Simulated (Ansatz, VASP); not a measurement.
# ZrSeBr in two plane-wave programs

Wanted: the spread between two codes on one cell, functional and k mesh. The cell is invented: other elements were put on sites of a known structure type. It may not be a known or stable phase. The cell is taken from a series of VASP runs on this material, whose earlier steps may have relaxed, scaled or displaced it; both programs get it as it stands. Valence electrons are named where the data sets of a main pair hold unlike numbers.

Program: Ansatz 0.2.0. Level of theory: plane waves, with VASP 6.6.1 beside it; band structure at BLYP and electric field gradients at BLYP. Results are calculated unless marked as measured.

**1. Starting point**

The structure is hexagonal, space group P-6m2 (No. 187). Conventional cell: a = 5.076 Å, b = 5.076 Å, c = 3.212 Å, α = 90.00°, β = 90.00°, γ = 120.00°. Nearest to Zr lie 2 Zr at 3.21 Å and 6 Se at 3.34 Å and 6 Br at 3.34 Å. Nearest to Se lie 3 Br at 2.93 Å and 6 Zr at 3.34 Å. Nearest to Br lie 3 Se at 2.93 Å and 6 Zr at 3.34 Å. Farther neighbours and most contacts between anions are not listed.

**2. Ansatz: band structure, BLYP**

Ansatz runs on its PAW soft_1 files.

With cell and atoms fixed, the geometry can't cause a difference; cores, projectors, grids and the points listed under the comparison can.

Input file input.yaml:

```yaml
crystal:
  lattice:
    - [5.0760089739, 0.0, 0.0]
    - [-2.538004487, 4.3959527212, 0.0]
    - [0.0, 0.0, 3.2121108523]
  atoms:
    - { symbol: Zr, position: [0.0, 0.0, 0.5] }
    - { symbol: Se, position: [0.33333333, 0.66666667, 0.0] }
    - { symbol: Br, position: [0.66666667, 0.33333333, 0.0] }
hamiltonian:
  xc: blyp
  pseudopotentials: { kind: paw, azcp: { folder: soft_1 } }
kpoints:
  mp_grid: { grid: [5, 5, 7] }
  band_path:
    path:
      - [0.0, 0.0, 0.0]
      - [0.13333, 0.0, 0.0]
      - [0.3, 0.0, 0.0]
      - [0.46667, 0.0, 0.0]
      - [0.46667, 0.06667, 0.0]
      - [0.41111, 0.17778, 0.0]
      - [0.35556, 0.28889, 0.0]
      - [0.28889, 0.28889, 0.0]
      - [0.17778, 0.17778, 0.0]
      - [0.06667, 0.06667, 0.0]
      - [0.0, 0.0, 0.03333]
      - [0.0, 0.0, 0.2]
      - [0.0, 0.0, 0.36667]
      - [0.0, 0.0, 0.5]
      - [0.16667, 0.0, 0.5]
      - [0.3, 0.0, 0.5]
      - [0.46667, 0.0, 0.5]
      - [0.46667, 0.06667, 0.5]
      - [0.41111, 0.17778, 0.5]
      - [0.35556, 0.28889, 0.5]
      - [0.28889, 0.28889, 0.5]
      - [0.17778, 0.17778, 0.5]
      - [0.06667, 0.06667, 0.5]
      - [0.5, 0.0, 0.46667]
      - [0.5, 0.0, 0.3]
      - [0.5, 0.0, 0.13333]
      - [0.33333, 0.33333, 0.0]
      - [0.33333, 0.33333, 0.16667]
      - [0.33333, 0.33333, 0.33333]
      - [0.33333, 0.33333, 0.5]
    npoints: 1
scf:
  occupations: { method: gaussian, width: 0.05 }
  n_extra_bands: 7
output:
  forces: true
  stress: true
  eigenvalues: true
```

On the command line:

```console
$ ansatz run input.yaml --threads 2 --pin off --max-ram 4608MiB --backend cpu --events-out ev --progress --plain --runs-dir out
```

Numbers of over 12 decimals in the logs are rounded to 6 here.

Output:

```text
scf.n_extra_bands = 7 over 18 filled bands (N_el = 35.0): the run solves 25 bands
Engine: ansatz 0.2.0, aarch64-unknown-linux-gnu
Pseudopotentials: kind: paw
Pseudopotential: Zr, paw, valence charge 12, recommended cutoff 420 eV (normal), soft_1/Zr.paw.azcp
Pseudopotential: Se, paw, valence charge 16, recommended cutoff 420 eV (normal), soft_1/Se.paw.azcp
Pseudopotential: Br, paw, valence charge 7, recommended cutoff 420 eV (normal), soft_1/Br.paw.azcp
Functional definition: BLYP
  parameter beta = 0.0042
  parameter a = 0.04918
  parameter b = 0.132
  parameter c = 0.2533
  parameter d = 0.349
  exchange = b88_x(beta = beta)
  correlation = lyp_c(a = a, b = b, c = c, d = d)
Crystal: 3 atoms, lattice volume = 71.675 Å³
Basis set: ecut = 420 eV, 1433 PW (Γ), exchange–correlation on 72×72×48 points (8 copies of the dense FFT grid, shifted against one another)
Bands: 25, of which v1, the nominal top of the filled ones, is band 18 counted from 1 (17 counted from 0)
Symmetry: 12 space group operations
Space group: P-6m2 (ITA 187), of the structure as read, at distance tolerance 4.2e-5 Å
k-points: 20 of 175 (time reversal used)
Non-local potential: Zr, projectors of the file, l = 0: 3, l = 1: 2, l = 2: 2, l = 3: 1
Non-local potential: Se, projectors of the file, l = 0: 2, l = 1: 2, l = 2: 3, l = 3: 1
Non-local potential: Br, projectors of the file, l = 0: 2, l = 1: 2, l = 2: 2
PAW form: soft (Blöchl's): semilocal exchange-correlation on the pseudo side does not see the compensation charge
PAW frozen core: Zr, regenerated for the run's functional, and the local potential with it (the file was generated under x = pbe(κ = 0.804, μ = 0.219515), c = pbe(β = 0.066725))
PAW frozen core: Se, regenerated for the run's functional, and the local potential with it (the file was generated under x = pbe(κ = 0.804, μ = 0.219515), c = pbe(β = 0.066725))
PAW frozen core: Br, regenerated for the run's functional, and the local potential with it (the file was generated under x = pbe(κ = 0.804, μ = 0.219515), c = pbe(β = 0.066725))
PAW one-centre angular grid: Zr, 590 points (default); XC on 64 Gauss nodes
PAW one-centre angular grid: Se, 590 points (default); XC on 64 Gauss nodes
PAW one-centre angular grid: Br, 110 points (default); XC on 64 Gauss nodes
Initial density: superposition of atomic densities (chi_scale 0.1, normalization cell, long waves kept (reshape's long-wave potential 0.00 eV rms))
Initial wavefunctions: pseudopotential atomic-orbital guess
Functional: x = b88, c = lyp
SCF iter   1: F=—  HF=-12476.028141 eV  |F-HF|=—  |Δ(HF+E_count)|=         —  Δρ=1.31e-1  dr2=4.15e1  ethr=3.10e-3  ⟨swp⟩=6.3  Hψ=2208  notcnv=0  defer=1
preconditioner: auto → none  [metal: Δε(μ)=0.031 eV  Ē_g=7.679 eV  σ=0.050 eV  W_gap=0.33  n_scr=8 (ndim 8)  ℏωp=18.1 eV  f_vac=0.000  D(μ)=4.05/eV (n_scr^D=44)  sad-step TF]
SCF iter   2: F=—  HF=-12474.722075 eV  |F-HF|=—  |Δ(HF+E_count)|=    1.31e0  Δρ=1.12e-1  dr2=3.09e1  ethr=3.10e-3  ⟨swp⟩=2.0  Hψ=762  notcnv=0  defer=42
SCF iter   3: F=—  HF=-12471.969047 eV  |F-HF|=—  |Δ(HF+E_count)|=    2.75e0  Δρ=4.82e-2  dr2=5.06e0  ethr=3.10e-3  ⟨swp⟩=2.6  Hψ=703  notcnv=0  defer=42
SCF iter   4: F=—  HF=-12471.529089 eV  |F-HF|=—  |Δ(HF+E_count)|=   4.40e-1  Δρ=1.66e-2  dr2=5.74e-1  ethr=3.10e-3  ⟨swp⟩=2.0  Hψ=777  notcnv=0  defer=44
SCF iter   5: F=—  HF=-12471.475694 eV  |F-HF|=—  |Δ(HF+E_count)|=   5.34e-2  Δρ=5.90e-3  dr2=3.14e-2  ethr=1.64e-3  ⟨swp⟩=2.0  Hψ=571  notcnv=0  defer=44
SCF iter   6: F=—  HF=-12471.469814 eV  |F-HF|=—  |Δ(HF+E_count)|=   5.88e-3  Δρ=2.26e-3  dr2=8.71e-3  ethr=8.97e-5  ⟨swp⟩=2.2  Hψ=947  notcnv=0  defer=44
SCF iter   7: F=—  HF=-12471.469868 eV  |F-HF|=—  |Δ(HF+E_count)|=   5.37e-5  Δρ=2.42e-4  dr2=3.87e-5  ethr=2.49e-5  ⟨swp⟩=1.9  Hψ=567  notcnv=0  defer=44
SCF iter   8: F=—  HF=-12471.469943 eV  |F-HF|=—  |Δ(HF+E_count)|=   7.51e-5  Δρ=7.15e-5  dr2=3.81e-6  ethr=1.10e-7  ⟨swp⟩=2.0  Hψ=803  notcnv=0  defer=44
SCF iter   9: F=—  HF=-12471.469945 eV  |F-HF|=—  |Δ(HF+E_count)|=   1.90e-6  Δρ=2.52e-5  dr2=3.30e-7  ethr=1.09e-8  ⟨swp⟩=2.0  Hψ=782  notcnv=0  defer=44
SCF iter  10: F=—  HF=-12471.469945 eV  |F-HF|=—  |Δ(HF+E_count)|=   2.62e-7  Δρ=1.05e-5  dr2=2.42e-7  ethr=2.86e-10  ⟨swp⟩=10.3  Hψ=2619  notcnv=0
SCF iter  11: F=-12471.469945 eV  HF=-12471.469945 eV  |F-HF|=3.24e-10  |Δ(HF+E_count)|=   1.53e-8  Δρ=1.34e-6  dr2=1.06e-9  ethr=2.86e-10  ⟨swp⟩=3.0  Hψ=1553  notcnv=0
SCF 1 converged in 11 iterations: F = -12471.469945 eV  dr2 = 1.06e-9
  greatest PAW one-centre occupation: 1.000 electrons in one spin orbital (limit 2), on the Se atom at site 1 (counted from 0), in its partial waves of l = 2
NSCF: frozen V_eff on 30 k-points
SCF converged after 11 iterations
Free energy (F): -12471.469945 eV
Harris-Foulkes:  -12471.469945 eV  (|F-HF|=3.24e-10)
Internal energy: -12471.465280 eV  (E = F + TS)
E sigma→0 (E₀):  -12471.467613 eV
Entropy (-TS):   -0.004665 eV (-1.555 meV/atom)
Fermi energy:    10.941557 eV
--- Per-component energies (eV) ---
  E_band       = -475.999146
  E_kinetic    = 556.815405
  E_local      = -3525.697814  (includes V_loc(G=0)·N_el)
  E_nonlocal   = -228.947193
  E_hartree    = 1691.348924
  E_xc         = -429.985250
  E_vxc        = -371.995616  (∫ρ·V_xc dr)
  E_paw        = -7449.581256  (= ΣΔE_a)
  E_vpaw       = -288.871238  (= ΣTr[D̂ρ^β])
  E_aug_tail   = -0.000405  (compensation charges beyond the density's cutoff)
  E_ewald      = -3085.835778
  E_core_change = 0.418085  (= ΣΔE_core)
  E_smearing   = -0.004665  (= −TS)
  E_closure    = -0.000000  (closes the sum)
  Σ components = -12471.469945   (vs F -12471.469945, Δ=0.00e0)
--- Forces (eV/Å), atoms counted from 1 ---
  atom   1  Zr     0.00000000    -0.00000000     0.00000000
  atom   2  Se     0.00000000     0.00000000     0.00000000
  atom   3  Br     0.00000000     0.00000000     0.00000000
  max |Σ_I F_I| component: 1.48e-16 eV/Å
--- Stress (GPa, compression-positive) ---
        0.035350      -0.000000       0.000000
       -0.000000       0.035350       0.000000
        0.000000       0.000000      -0.064871
  P = ⅓ Tr σ = 0.0019 GPa (0.019 kbar)
--- Band table (eV; the first three rows and the last of 20) ---
  k-point 0: bands = [... 14 lower, 8.3166, 8.5555, 8.7802, 11.6522, 11.8122, 12.3300, 12.3300, 12.4427, ... 3 higher]
  k-point 1: bands = [... 14 lower, 8.2464, 8.2464, 9.2102, 10.4131, 12.0422, 12.0422, 12.4402, 12.4402, ... 3 higher]
  k-point 2: bands = [... 14 lower, 8.0555, 8.0555, 8.5900, 10.9915, 11.3905, 11.3905, 12.5220, 12.5220, ... 3 higher]
  k-point 19: bands = [... 14 lower, 6.6861, 8.3067, 10.9046, 11.1214, 11.3370, 11.4706, 11.9131, 12.0860, ... 3 higher]
```

The job ended after 7.5 s (2 threads of Arm Neoverse N1, shared host; peak memory 0.36 GiB; 14 s of CPU time).

Reading the cycles: dr2 is the Hartree energy of the density residual (eV), the measure of convergence; HF is the Harris–Foulkes estimate of the energy, which meets the free energy F at convergence.

**3. VASP: band structure, BLYP**

The same cell, functional (in two slightly different forms), mesh and smearing now go to VASP, with its own data sets.

Lines of VASP's logs that name or quote its potential files are left out, and so is its time.

Input file INCAR:

```
SYSTEM = ZrSeBr
PREC = Accurate
ENCUT = 400
EDIFF = 1E-06
NELM = 100
ISMEAR = 0
SIGMA = 0.05
LREAL = .FALSE.
ALGO = Normal
GGA = B5
ALDAX = 1
AGGAX = 1
AGGAC = 1
ALDAC = 0
NBANDS = 25
LORBIT = 11
LWAVE = .FALSE.
LCHARG = .FALSE.
```

Input file POSCAR:

```
ZrSeBr
1.0
    5.0760089739      0.0000000000      0.0000000000
   -2.5380044870      4.3959527212      0.0000000000
    0.0000000000      0.0000000000      3.2121108523
Zr Se Br
1 1 1
Direct
    0.0000000000      0.0000000000      0.5000000000
    0.3333333300      0.6666666700      0.0000000000
    0.6666666700      0.3333333300      0.0000000000
```

Input file KPOINTS:

```
Automatic mesh
0
Gamma
5 5 7
0 0 0
```

Input file KPOINTS_OPT:

```
Line mode
16
Line-mode
Reciprocal
  0.00000000   0.00000000   0.00000000 GAMMA
  0.50000000   0.00000000   0.00000000 M

  0.50000000   0.00000000   0.00000000 M
  0.33333333   0.33333333   0.00000000 K

  0.33333333   0.33333333   0.00000000 K
  0.00000000   0.00000000   0.00000000 GAMMA

  0.00000000   0.00000000   0.00000000 GAMMA
  0.00000000   0.00000000   0.50000000 A

  0.00000000   0.00000000   0.50000000 A
  0.50000000   0.00000000   0.50000000 L

  0.50000000   0.00000000   0.50000000 L
  0.33333333   0.33333333   0.50000000 H

  0.33333333   0.33333333   0.50000000 H
  0.00000000   0.00000000   0.50000000 A

  0.50000000   0.00000000   0.50000000 L
  0.50000000   0.00000000   0.00000000 M

  0.33333333   0.33333333   0.00000000 K
  0.33333333   0.33333333   0.50000000 H
```

Potentials, in the order of the species: Zr_sv, Se and Br (PBE family, release 64).

On the command line:

```console
$ mpirun -np 1 vasp_std
```

Output:

```text
[banner, memory and clock lines left out]
running    1 mpi-ranks, on    1 nodes
 distrk:  each k-point on    1 cores,    1 groups
 distr:  one band on    1 cores,    1 groups

 POSCAR found type information on POSCAR ZrSeBr
 POSCAR found :  3 types and       3 ions
|                                                                             |
|               ----> ADVICE to this user running VASP <----                  |
|                                                                             |
|     You enforced a specific xc type in the INCAR file but a different       |
|     [... a line on the potential file left out ...]
|     I HOPE YOU KNOW WHAT YOU ARE DOING!                                     |
|                                                                             |

 LDA part: xc-table for (Slater(with rela. corr.)+VWN5), standard interpolation
 POSCAR, INCAR and KPOINTS ok, starting setup
 FFT: planning ... GRIDC
 FFT: planning ... GRID_SOFT
 FFT: planning ... GRID
 WAVECAR not read
 entering main loop
       N       E                     dE             d eps       ncg     rms          rms(c)
DAV:   1     0.145111193818E+03    0.14511E+03   -0.10019E+04  1000   0.727E+02
DAV:   2    -0.332892333171E+01   -0.14844E+03   -0.14153E+03  1243   0.211E+02
DAV:   3    -0.135613221593E+02   -0.10232E+02   -0.10064E+02  1662   0.454E+01
DAV:   4    -0.137869957227E+02   -0.22567E+00   -0.22466E+00  1199   0.591E+00
DAV:   5    -0.137917242081E+02   -0.47285E-02   -0.47275E-02  1452   0.653E-01    0.102E+01
DAV:   6    -0.120937205958E+02    0.16980E+01   -0.11255E+01  1090   0.929E+00    0.613E+00
DAV:   7    -0.117631579147E+02    0.33056E+00   -0.22545E+00  1079   0.472E+00    0.353E+00
DAV:   8    -0.117811624892E+02   -0.18005E-01   -0.90195E-01  1158   0.266E+00    0.183E+00
DAV:   9    -0.117149031573E+02    0.66259E-01   -0.39099E-01  1079   0.181E+00    0.474E-01
DAV:  10    -0.117089680469E+02    0.59351E-02   -0.26519E-02  1203   0.548E-01    0.145E-01
DAV:  11    -0.117096903190E+02   -0.72227E-03   -0.29752E-03  1185   0.179E-01    0.158E-01
DAV:  12    -0.117091839105E+02    0.50641E-03   -0.37278E-03  1126   0.167E-01    0.597E-02
DAV:  13    -0.117091332250E+02    0.50685E-04   -0.15155E-04  1242   0.506E-02    0.175E-02
DAV:  14    -0.117091277934E+02    0.54316E-05   -0.49425E-05  1170   0.242E-02    0.925E-03
DAV:  15    -0.117091273205E+02    0.47297E-06   -0.41477E-06  1170   0.855E-03
   1 F= -.11709127E+02 E0= -.11706870E+02  d E =-.451528E-02
 Start KPOINTS_OPT (optional k-point list driver)
k-point batch [1-20\144]
       N       E                     dE             ncg
DAV:   1    -0.875634792607E+03   -0.61813E+04     1000
DAV:   2    -0.386961677303E+04   -0.29940E+04     1279
DAV:   3    -0.407553753220E+04   -0.20592E+03     1623
DAV:   4    -0.408048115196E+04   -0.49436E+01     1239
DAV:   5    -0.408058291272E+04   -0.10176E+00     1455
DAV:   6    -0.408058553700E+04   -0.26243E-02     1320
DAV:   7    -0.408058561340E+04   -0.76403E-04     1375
DAV:   8    -0.408058561654E+04   -0.31347E-05      984
DAV:   9    -0.408058561666E+04   -0.12412E-06      918
[...]
k-point batch [141-144\144]
       N       E                     dE             ncg
DAV:   1     0.854728595090E+04   -0.34323E+04      200
DAV:   2     0.800832838368E+04   -0.53896E+03      236
DAV:   3     0.796614951531E+04   -0.42179E+02      365
DAV:   4     0.796494722714E+04   -0.12023E+01      244
DAV:   5     0.796493526403E+04   -0.11963E-01      264
DAV:   6     0.796493514312E+04   -0.12091E-03      247
DAV:   7     0.796493514053E+04   -0.25864E-05      264
DAV:   8     0.796493514048E+04   -0.55074E-07      183
```

Parts of OUTCAR (step 3):

```text
ion  position               nearest neighbor table
   1  0.000  0.000  0.500-   2 3.34   3 3.34   2 3.34   3 3.34   2 3.34   2 3.34   3 3.34   3 3.34
                             3 3.34   3 3.34   2 3.34   2 3.34
   2  0.333  0.667  0.000-   1 3.34   1 3.34   1 3.34   1 3.34   1 3.34   1 3.34
   3  0.667  0.333  0.000-   1 3.34   1 3.34   1 3.34   1 3.34   1 3.34   1 3.34

  LATTYP: Found a hexagonal cell.
 ALAT       =     5.0760089739
 C/A-ratio  =     0.6328024377

 Subroutine GETGRP returns: Found 12 space group operations
 (whereof 12 operations were pure point group operations)

The static configuration has the point symmetry D_3h.

 Found     20 irreducible k-points:

   k-points           NKPTS =     20   k-points in BZ     NKDIM =     20   number of bands    NBANDS=     25

   dimension x,y,z NGX =    36 NGY =   36 NGZ =   24
   dimension x,y,z NGXF=    72 NGYF=   72 NGZF=   48

   ENCUT  =  400.0 eV  29.40 Ry    5.42 a.u.   8.28  8.28  5.24*2*pi/ulx,y,z

   NELECT =      25.0000    total number of electrons

 k-points in reciprocal lattice and weights: Automatic mesh
   0.00000000  0.00000000  0.00000000       0.006
   0.20000000  0.00000000  0.00000000       0.034
   0.40000000  0.00000000  0.00000000       0.034
   0.20000000  0.20000000  0.00000000       0.034
   0.40000000  0.20000000  0.00000000       0.034
   0.00000000  0.00000000  0.14285714       0.011
   0.20000000  0.00000000  0.14285714       0.069
   0.40000000  0.00000000  0.14285714       0.069
   0.20000000  0.20000000  0.14285714       0.069
[...]
0.20000000  0.20000000  0.42857143       0.069
   0.40000000  0.20000000  0.42857143       0.069

 average (electrostatic) potential at core
       1 -78.9976       2 -51.9797       3 -59.6355

 E-fermi :   6.9896

 k-point     1 :       0.0000    0.0000    0.0000
  band No.  band energies     occupation
    ...
      8       0.9432      2.00000
      9       4.3643      2.00000
     10       4.3643      2.00000
     11       4.6109      2.00000
     12       4.8259      2.00000
     13       7.7084      0.00000
     14       7.8956      0.00000
     15       8.3779      0.00000
     16       8.3779      0.00000
     17       8.5006      0.00000
    ...

 k-point     2 :       0.2000    0.0000    0.0000
  band No.  band energies     occupation
    ...
      8       1.2599      2.00000
      9       3.5236      2.00000
     10       4.5545      2.00000
     11       4.8323      2.00000
     12       5.2109      2.00000
     13       7.4781      0.00000
     14       8.1022      0.00000
     15       8.4798      0.00000
     16       8.5025      0.00000
     17       8.7561      0.00000
    ...

 k-point     3 :       0.4000    0.0000    0.0000
  band No.  band energies     occupation
    ...
      8       1.1674      2.00000
      9       4.2374      2.00000
     10       4.8566      2.00000
     11       4.8609      2.00000
     12       5.3512      2.00000
     13       7.1207      0.00021
     14       7.3970      0.00000
     15       8.4466      0.00000
     16       8.8331      0.00000
     17       9.2015      0.00000
    ...

  Total        0.0025032      0.0025032     -0.0024778     -0.0000000     -0.0000000     -0.0000000
  in kB        0.0559545      0.0559545     -0.0553863     -0.0000000     -0.0000000     -0.0000000
  external PRESSURE =       0.0188409 kB  Pullay stress =       0.0000000 kB

  energy-cutoff  :      400.00
  volume of cell :       71.67
      direct lattice vectors                 reciprocal lattice vectors
     5.076008974  0.000000000  0.000000000     0.197005168  0.113740987  0.000000000
    -2.538004487  4.395952721  0.000000000     0.000000000  0.227481973  0.000000000
     0.000000000  0.000000000  3.212110852     0.000000000  0.000000000  0.311321759

 POSITION                                       TOTAL-FORCE (eV/Angst)
 -----------------------------------------------------------------------------------
      0.00000      0.00000      1.60606         0.000000     -0.000000      0.000000
     -0.00000      2.93064      0.00000         0.000000     -0.000000      0.000000
      2.53800      1.46532      0.00000        -0.000000      0.000000      0.000000
 -----------------------------------------------------------------------------------
    total drift:                               -0.000007      0.000004     -0.000000

  FREE ENERGIE OF THE ION-ELECTRON SYSTEM (eV)
  ---------------------------------------------------
  free  energy   TOTEN  =       -11.7091273205 eV

  energy  without entropy=      -11.7046120450  energy(sigma->0) =      -11.70686968

 total charge
# of ion       s       p       d       tot
------------------------------------------
    1        2.113   5.908   1.548   9.568
    2        1.517   2.223   0.036   3.776
    3        1.669   3.199   0.043   4.910
--------------------------------------------------
tot          5.299  11.329   1.626  18.254

[... 3 further parts left out ...]
```

This run has no spin polarisation. Its electron count is odd, so without a moment it is a metal by construction. The k-mesh is coarse for a metal. Spin-orbit coupling is off here; it would split degenerate levels.

**4. Side by side**

Known differences besides the potentials themselves: the data sets hold 35 valence electrons in Ansatz (on its PAW soft_1 files) and 25 in VASP; the cutoff is 420 eV in Ansatz and 400 eV in VASP; Ansatz makes its cores anew for this functional, VASP keeps those of its PBE data sets; VASP leaves aspherical gradient terms in its spheres out (LASPH is not set), Ansatz keeps them; VASP's log shows a relativistic correction to its local exchange, Ansatz's none. Total energies have different zeros and are not compared.

The two programs side by side:

| quantity | Ansatz | VASP | difference |
| --- | --- | --- | --- |
| pressure (GPa) | 0.00 | 0.00 | 0.00 |

Levels from 3 eV below to 2 eV above the Fermi level differ by 7 meV r.m.s. and 35 meV at most; each VASP level is matched to the nearest of Ansatz, which flatters the figure a little. Ansatz's pressure holds a Pulay correction of 0.01 GPa; VASP's holds none.

[end of part 1 of 2]

[Lines on the potential files, build, host, timing and source positions are cut from VASP's logs without a mark.]

[Logs are printed without paths, hosts, clocks, repeated set-up lines and the standing remarks that a program may print on its own settings, such as how far it seeks lower states.]

[Hosts, paths, dates, database ids (printed as entryN), source tags and the programs' standing remarks are cut or masked in the printed files.]
